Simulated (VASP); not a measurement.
Crystal: RbNaAs.

```
Rb As Na
1.0
     2.14359    3.71280    0.00000
    -2.14359    3.71280    0.00000
     0.00000    0.00000   12.56361
Rb As Na
2 2 2
Cartesian
  0.0000 0.0000 4.4961
  0.0000 0.0000 10.7779
  0.0000 2.4752 5.9514
  0.0000 4.9504 12.2332
  0.0000 4.9504 8.0872
  0.0000 2.4752 1.8054
```

The cell was built by a generator and needn't be a form met in nature.

```yaml
Program: VASP 6.6.1
Task: relaxation of cell and atoms
Functional: PBE
Potentials_or_basis: VASP PAW PBE potentials, release 64 (Rb_sv, As, Na_pv)
Cutoff: 600 eV
k_mesh: 5 × 5 × 2
Occupations: gaussian, width 0.161 eV
Spin: no spin polarisation
```

At the start: pressure 5.5 GPa; volume 33.33 Å³/atom.

Problem. Where does the relaxation end?

Solution. Over 29 steps the energy falls by 562.7 meV/atom and the volume is 31.71 Å³/atom (-4.9 %); space group P6_3/mmc (No. 194, to 0.05 Å).

Step by step:
| step | energy change (eV) | largest force (eV/Å) | pressure (GPa) | volume (Å³) |
| --- | --- | --- | --- | --- |
| 1 | 0.0000 | 2.7609 | 5.50 | 199.98 |
| 2 | -1.5792 | 1.3440 | 0.49 | 234.70 |
| 3 | -1.8247 | 0.9561 | -0.74 | 251.86 |
| 4 | -1.8002 | 0.8610 | -2.06 | 288.34 |
| 5 | -1.8825 | 0.8927 | -1.50 | 268.24 |
| 6 | -2.2453 | 0.7680 | -1.30 | 257.12 |
| 7 | -2.9149 | 0.4981 | 0.04 | 223.71 |
| 8 | -2.4913 | 0.5739 | 7.02 | 156.74 |
| 9 | -2.8967 | 0.5618 | 2.72 | 189.61 |
| 10 | -3.1346 | 0.3592 | 1.53 | 194.91 |
| 11 | -3.3256 | 0.1206 | -0.17 | 203.49 |
| 12 | -3.3341 | 0.0861 | -0.47 | 205.10 |
| 13 | -3.1361 | 0.0796 | -0.50 | 205.36 |
| 14 | -3.1469 | 0.0595 | -0.27 | 202.28 |
| 15 | -3.3651 | 0.0202 | -0.14 | 197.15 |
| 16 | -3.1336 | 0.0900 | 0.75 | 186.98 |
| 17 | -3.1557 | 0.0110 | 0.13 | 194.46 |
| 18 | -3.3682 | 0.0105 | -0.03 | 195.15 |
| 19 | -3.3686 | 0.0108 | -0.01 | 194.72 |
| 20 | -3.3697 | 0.0083 | -0.03 | 194.63 |
| 21 | -3.3721 | 0.0071 | -0.11 | 194.34 |
| 22 | -3.3714 | 0.0287 | -0.26 | 193.65 |
| 23 | -3.3727 | 0.0141 | -0.17 | 194.10 |
| 24 | -3.3734 | 0.0148 | -0.14 | 193.55 |
| 25 | -3.3749 | 0.0166 | -0.07 | 191.91 |
| 26 | -3.3749 | 0.0204 | 0.11 | 188.61 |
| 27 | -3.3754 | 0.0184 | 0.02 | 190.26 |
| 28 | -3.3758 | 0.0141 | 0.01 | 190.26 |
| 29 | -3.3761 | 0.0060 | 0.00 | 190.25 |

Final structure:
```
CELL_PARAMETERS angstrom
2.71907 4.70956 0.00000
-2.72177 4.71112 0.00000
0.00000 0.00000 7.42354
ATOMIC_POSITIONS crystal
Rb 0.00001 0.99999 0.32505
Rb 0.99999 0.00001 0.82505
As 0.33314 0.33372 0.57412
As 0.66686 0.66628 0.07412
Na 0.66687 0.66626 0.57609
Na 0.33313 0.33374 0.07609
```
